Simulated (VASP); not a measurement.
These are PBE GGA with D3 dispersion (zero damping), VASP's PBE PAW potentials (set 64) (plane waves; VASP) values and carry that method's errors.

VASP ran on this input.

**KPOINTS**
```
k-points along high-symmetry lines
15
Line-mode
Reciprocal
  0.000000   0.000000   0.000000 ! GAMMA
  0.000000   0.500000   0.000000 ! X

  0.000000   0.500000   0.000000 ! X
  0.500000   0.500000   0.000000 ! M

  0.500000   0.500000   0.000000 ! M
  0.000000   0.000000   0.000000 ! GAMMA

  0.000000   0.000000   0.000000 ! GAMMA
  0.500000   0.500000   0.500000 ! R

  0.500000   0.500000   0.500000 ! R
  0.000000   0.500000   0.000000 ! X

  0.500000   0.500000   0.500000 ! R
  0.500000   0.500000   0.000000 ! M
```

INCAR:
```
! general
SYSTEM =PdIn
PREC   =Accurate
ENCUT  =520
LREAL  =F
LASPH  =T
ICHARG =11

! electronic loop
EDIFF  =1E-7
NELM   =100
ALGO   =Normal
LMAXMIX=4

! smearing
ISMEAR =0
SIGMA  =0.05

! functional
GGA    =PE
IVDW   =11

! output
LWAVE  =F
LCHARG =F
LORBIT =11
```

### POSCAR
```
PdIn
1
    3.2701394326     0.0000000000    -0.0000000000
   -0.0000000000     3.2701394326     0.0000000000
   -0.0000000000     0.0000000000     3.2701394326
In Pd
1 1
Direct
  0.5000000000   0.5000000000   0.5000000000
  0.0000000000   0.0000000000   0.0000000000
```

POTCAR, in this order: In_d Pd (PBE.64 set). Program: vasp_std. Read from the step before: CHGCAR.

The run wrote:

File OSZICAR:
```
       N       E                     dE             d eps       ncg     rms          rms(c)
DAV:   1     0.164951557229E+03    0.16495E+03   -0.11530E+04  2729   0.200E+03
DAV:   2     0.266465584749E+00   -0.16469E+03   -0.15927E+03  2847   0.412E+02
DAV:   3    -0.778615025362E+01   -0.80526E+01   -0.79295E+01  3450   0.954E+01
DAV:   4    -0.792940826914E+01   -0.14326E+00   -0.14323E+00  3408   0.124E+01
DAV:   5    -0.793603686308E+01   -0.66286E-02   -0.66284E-02  3985   0.232E+00
DAV:   6    -0.793618372029E+01   -0.14686E-03   -0.14686E-03  3668   0.272E-01
DAV:   7    -0.793618522330E+01   -0.15030E-05   -0.15042E-05  4006   0.338E-02
DAV:   8    -0.793618523990E+01   -0.16601E-07   -0.16496E-07  3138   0.331E-03
   1 F= -.87860478E+01 E0= -.87858719E+01  d E =-.351808E-03
```

**OUTCAR**
```
 val. band max:       10.9919261649   @ k =   0.0000   0.2500   0.0000

 cond. band min:      11.0792776732   @ k =   0.3571   0.5000   0.3571



 k-point     1 :       0.0000    0.0000    0.0000
  band No.  band energies     occupation
      1      -4.4507      2.00000
      2      -4.4507      2.00000
      3      -4.0405      2.00000
      4      -4.0405      2.00000
      5      -4.0405      2.00000
      6       0.4423      2.00000
      7       6.6922      2.00000
      8       6.6922      2.00000
      9       8.2394      2.00000
     10       8.2394      2.00000
     11       8.2394      2.00000
     12      14.7424      0.00000
     13      14.7424      0.00000
     14      14.7424      0.00000
     15      19.9739      0.00000

 k-point     2 :       0.0000    0.0357    0.0000
  band No.  band energies     occupation
      1      -4.4500      2.00000
      2      -4.4463      2.00000
      3      -4.0418      2.00000
      4      -4.0418      2.00000
      5      -4.0401      2.00000
      6       0.4625      2.00000
      7       6.6924      2.00000
      8       6.6961      2.00000
      9       8.2235      2.00000
     10       8.2235      2.00000
     11       8.2384      2.00000
     12      14.5812      0.00000
     13      14.7838      0.00000
     14      14.7838      0.00000
     15      20.0678      0.00000

 k-point     3 :       0.0000    0.0714    0.0000
  band No.  band energies     occupation
      1      -4.4479      2.00000
      2      -4.4332      2.00000
      3      -4.0458      2.00000
      4      -4.0458      2.00000
      5      -4.0389      2.00000
      6       0.5234      2.00000
      7       6.6930      2.00000
      8       6.7068      2.00000
      9       8.1773      2.00000
     10       8.1773      2.00000
     11       8.2357      2.00000
     12      14.1534      0.00000
     13      14.9061      0.00000
     14      14.9061      0.00000
     15      20.2425      0.00000

...
```

The density is held fixed in this step, so its total energy and stress have no physical meaning. Unless said otherwise, spin-orbit coupling is left out, though it shifts the bands of the heavy elements here.

The compound is PdIn in the CsCl type structure. It was relaxed first. The electron count is odd and the run is not spin-polarised, which forces a metal.
